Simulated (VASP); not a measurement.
Given:

```yaml
crystal:
  lattice:
    - [0.00000, 2.21444, 2.21444]
    - [2.21444, 0.00000, 2.21444]
    - [2.21444, 2.21444, 0.00000]
  atoms:
    - { symbol: B, position: [0.00000, 0.00000, 0.00000] }
    - { symbol: P, position: [0.25000, 0.25000, 0.25000] }
```

All values below come from MS2 meta-GGA, VASP's PBE PAW potentials (set 64) (plane waves; VASP 6.6.1). Run with 520 eV cut-off, 10×10×10 Γ-centred mesh, Gaussian smearing of 0.050 eV, potentials B P.

Question: Give the stress tensor in GPa (positive for a compressed cell).

Answer: 
```
12.24   0.00   0.00
 0.00  12.24   0.00
 0.00   0.00  12.24
```
The pressure is its mean diagonal, 12.24 GPa.

The compound is BP in the zinc blende structure. This cell is one point of a volume scan, at 0.94 of the reference volume.
